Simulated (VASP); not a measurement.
KF, 2 atoms in the cell. Symmetry: Fm-3m, No. 225, cubic system. The conventional cell has a = 5.162 Å, b = 5.162 Å, c = 5.162 Å, α = 90.00°, β = 90.00°, γ = 90.00°. Around K (site symmetry m-3m) lie 6 F at 2.58 Å. Around F (site symmetry m-3m) lie 6 K at 2.58 Å.  The cell isn't the ideal one: cell and atoms relaxed tightly for response.

```yaml
Program: VASP 6.6.1
Task: single point
Functional: LDA
Potentials_or_basis: VASP PAW LDA potentials, release 64 (K_sv, F)
Cutoff: 520 eV
k_mesh: 8 × 8 × 8
Occupations: gaussian, width 0.01 eV
Spin: no spin polarisation
Dipole_correction: no
Further_INCAR_settings: ALGO = Normal; EDIFF = 1e-06; NBANDS = 15
```

Potentials or basis: VASP PAW LDA potentials, release 64 (K_sv, F).

The run is started by

```bash
$ cat potpaw_LDA.64/K_sv/POTCAR potpaw_LDA.64/F/POTCAR > POTCAR
$ mpirun -np 1 vasp_std > vasp.out
```

Hardware: 1 thread of AMD EPYC 7R13 Processor (Zen 3), on a shared host.

Problem. Estimate the wall time of this run.

Solution. It took 13 s on 1 thread of AMD EPYC 7R13 Processor (Zen 3), on a shared host, peak memory 0.11 GiB. Counts: scf iterations 13, k points 29.
